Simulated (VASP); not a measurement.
CrN2:

```
CELL_PARAMETERS angstrom
3.90179 0.00000 0.00000
0.00000 4.80951 0.00000
0.00000 0.00000 2.78417
ATOMIC_POSITIONS crystal
Cr 0.00000 0.00000 0.00000
Cr 0.50000 0.50000 0.50000
N 0.86617 0.58878 0.00000
N 0.13383 0.41123 0.00000
N 0.36617 0.91122 0.50000
N 0.63383 0.08878 0.50000
```

The cell comes from a database or a generator and needn't be the stable form of this composition.

```yaml
Program: VASP 6.6.1
Task: single point
Functional: PBE
Potentials_or_basis: VASP PAW PBE potentials, release 64 (Cr_pv, N)
Cutoff: 520 eV
k_mesh: 7 × 6 × 10
Occupations: fermi-dirac, width 0.05 eV
Spin: collinear spin, ferromagnetic start
Starting_moments: "[3.0, 3.0, 0.0, 0.0, 0.0, 0.0] μB"
```

On this cell: pressure -0.6 GPa; largest force 0.095 eV/Å; net moment 4.25 μB per cell; site moments Cr +2.23; N -0.09 μB; band gap on the k mesh none (metal or under the smearing width).

The same run follows on a disturbed copy (atoms moved at random, drawn with an rms of 0.05 Å):

```
CELL_PARAMETERS angstrom
3.90179 0.00000 0.00000
0.00000 4.80951 0.00000
0.00000 0.00000 2.78417
ATOMIC_POSITIONS crystal
Cr 0.99640 0.00861 0.01561
Cr 0.49698 0.50861 0.49077
N 0.86133 0.59058 0.99438
N 0.12607 0.41448 0.99209
N 0.36105 0.91244 0.48676
N 0.64136 0.08592 0.48397
```

**Question.** What changes?

**Answer.** The energy (extrapolated to zero smearing) moves by +9.6 meV/atom; pressure -0.3 GPa; largest force 1.012 eV/Å; net moment 4.20 μB per cell; site moments Cr +2.14, +2.25; N -0.09, -0.10, -0.08 μB; band gap on the k mesh none (metal or under the smearing width).

Forces on the atoms (eV/Å):
```
Cr   0.321 -0.388 -0.419
Cr  -0.140 -0.425  0.097
N   -0.269  0.368 -0.004
N    0.550 -0.096  0.052
N    0.504  0.335  0.053
N   -0.966  0.206  0.221
```

Stress tensor (GPa, compression positive):
```
-1.21 -1.98 -0.69
-1.98 -0.89  0.07
-0.69  0.07  1.30
```

Caveats: only a ferromagnetic start was run, and an antiferromagnetic order may lie lower in energy.
